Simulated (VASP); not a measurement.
Input:

```xyz
3
Lattice="0.0000 2.2224 2.2224 2.2224 0.0000 2.2224 2.2224 2.2224 0.0000" Properties=species:S:1:pos:R:3 pbc="T T T"
Li     1.1112     1.1112     1.1112
Li     3.3336     3.3336     3.3336
O      0.0000     0.0000     0.0000
```

The numbers are results of r2SCAN meta-GGA, VASP's PBE PAW potentials (set 64) (plane waves; VASP), not measurements. Run with 600 eV cut-off, 8×8×8 Γ-centred mesh, Gaussian smearing of 0.050 eV, potentials Li_sv O.

Q: Predict the energy per atom (σ→0), pressure.

A: 
```yaml
energy per atom (σ→0): -5.591 eV/atom
pressure: 9.40 GPa
```

The compound is Li2O in the antifluorite structure. This cell was strained or had an atom moved on purpose.
